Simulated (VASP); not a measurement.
OSZICAR of a VASP run on BP (zinc blende):

**OSZICAR**
```
       N       E                     dE             d eps       ncg     rms          rms(c)
DAV:   1     0.115800674148E+02    0.11580E+02   -0.39994E+03   560   0.891E+02
DAV:   2    -0.112348280818E+02   -0.22815E+02   -0.21752E+02   808   0.111E+02
DAV:   3    -0.115194790339E+02   -0.28465E+00   -0.28465E+00   736   0.159E+01
DAV:   4    -0.115200576041E+02   -0.57857E-03   -0.57857E-03   824   0.708E-01
DAV:   5    -0.115200578965E+02   -0.29236E-06   -0.29183E-06   752   0.144E-02    0.636E+00
DAV:   6    -0.109288683625E+02    0.59119E+00   -0.16542E+00   648   0.711E+00    0.343E+00
DAV:   7    -0.108373400468E+02    0.91528E-01   -0.27021E-01   832   0.319E+00    0.131E+00
DAV:   8    -0.108304942377E+02    0.68458E-02   -0.38864E-02   744   0.134E+00    0.288E-01
DAV:   9    -0.108306583199E+02   -0.16408E-03   -0.31430E-04   704   0.187E-01    0.232E-01
DAV:  10    -0.108308192557E+02   -0.16094E-03   -0.37817E-04   624   0.167E-01    0.373E-02
DAV:  11    -0.108308310005E+02   -0.11745E-04   -0.14158E-05   776   0.380E-02    0.556E-02
DAV:  12    -0.108308309921E+02    0.83523E-08   -0.67937E-06   632   0.161E-02
   1 F= -.10830831E+02 E0= -.10830831E+02  d E =-.108308E+02
       N       E                     dE             d eps       ncg     rms          rms(c)
DAV:   1    -0.108329677534E+02   -0.21368E-02   -0.57783E-02   624   0.191E+00    0.274E-01
DAV:   2    -0.108316352388E+02    0.13325E-02   -0.28856E-03   736   0.340E-01    0.139E-01
DAV:   3    -0.108312732309E+02    0.36201E-03   -0.76809E-04   648   0.161E-01    0.393E-02
DAV:   4    -0.108312410594E+02    0.32172E-04   -0.38804E-05   720   0.461E-02    0.285E-02
DAV:   5    -0.108312357738E+02    0.52856E-05   -0.64319E-06   704   0.195E-02    0.142E-02
DAV:   6    -0.108312353624E+02    0.41135E-06   -0.23574E-07   280   0.443E-03
   2 F= -.10831235E+02 E0= -.10831235E+02  d E =-.404370E-03
       N       E                     dE             d eps       ncg     rms          rms(c)
DAV:   1    -0.108319236171E+02   -0.68784E-03   -0.98979E-03   632   0.793E-01    0.118E-01
DAV:   2    -0.108316938057E+02    0.22981E-03   -0.49179E-04   736   0.140E-01    0.601E-02
DAV:   3    -0.108316339803E+02    0.59825E-04   -0.13308E-04   648   0.669E-02    0.163E-02
DAV:   4    -0.108316302104E+02    0.37699E-05   -0.64374E-06   704   0.188E-02    0.118E-02
DAV:   5    -0.108316303418E+02   -0.13146E-06   -0.10840E-06   296   0.823E-03
   3 F= -.10831630E+02 E0= -.10831630E+02  d E =-.799350E-03
```

Q: Which electronic solver shows in the log?

A: It is blocked Davidson (ALGO = Normal, or the opening steps of other solvers). The INCAR had ALGO = Normal.

Q: Can the final energy be trusted as converged?

A: The calculation finished and met its thresholds. It stopped with EDIFF = 1E-6, NELM = 100, NSW = 60 and EDIFFG = -0.01 after 3 ionic steps (optB88-vdW, plane waves, VASP's PBE PAW potentials (set 64)).

The compound is BP in the zinc blende structure. This run relaxes it. Symmetry was kept, so distortions that lower it aren't found.
